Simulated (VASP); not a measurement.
The input files of a VASP run:

**INCAR**
```
SYSTEM = MgO
PREC = Accurate
ENCUT = 520
EDIFF = 1E-6
NELM = 60
ALGO = Normal
LREAL = .FALSE.
LASPH = .TRUE.
ISMEAR = 0
SIGMA = 0.05
GGA = PE
AEXX = 0.25
HFRCUT = -1
LHFCALC = .TRUE.
PRECFOCK = Fast
ISYM = 3
LWAVE = .FALSE.
LCHARG = .FALSE.
ISIF = 2
```

File KPOINTS:
```
Automatic mesh
0
Gamma
8 8 8
0 0 0
```

### POSCAR
```
MgO
1
    0.0000000000     2.0800984325     2.0800984325
    2.0800984325     0.0000000000     2.0800984325
    2.0800984325     2.0800984325     0.0000000000
Mg O
1 1
Direct
  0.0000000000   0.0000000000   0.0000000000
  0.5000000000   0.5000000000   0.5000000000
```

POTCAR, in this order: Mg O (PBE.64 set). Program: vasp_std. Read from the step before: WAVECAR.

Translate this PBE0 calculation to Ansatz.

One equivalent input (not run):
Ansatz 0.2 input:
```yaml
crystal:
  lattice:
    - [0.0000000, 2.0800984, 2.0800984]
    - [2.0800984, 0.0000000, 2.0800984]
    - [2.0800984, 2.0800984, 0.0000000]
  atoms:
    - { symbol: Mg, position: [0.0000000, 0.0000000, 0.0000000] }
    - { symbol: O, position: [0.5000000, 0.5000000, 0.5000000] }
kpoints:
  mp_grid: { grid: [8, 8, 8] }
hamiltonian:
  xc: pbe0
  pseudopotentials: { kind: paw }
scf:
  occupations: { method: gaussian, width: 0.05 }
  max_iter: 60
output: { forces: true, stress: true, eigenvalues: true }
```
Limits of the translation: each code has its own PAW files, so the cut-off isn't converted (ENCUT is set for VASP's; basis.ecutwfc is left out, and Ansatz then takes the one that its files recommend); Ansatz stops its SCF on the density residual and VASP on the energy change (EDIFF).

The compound is MgO in the rock salt structure. This cell is one point of a volume scan, at 0.94 of the reference volume.
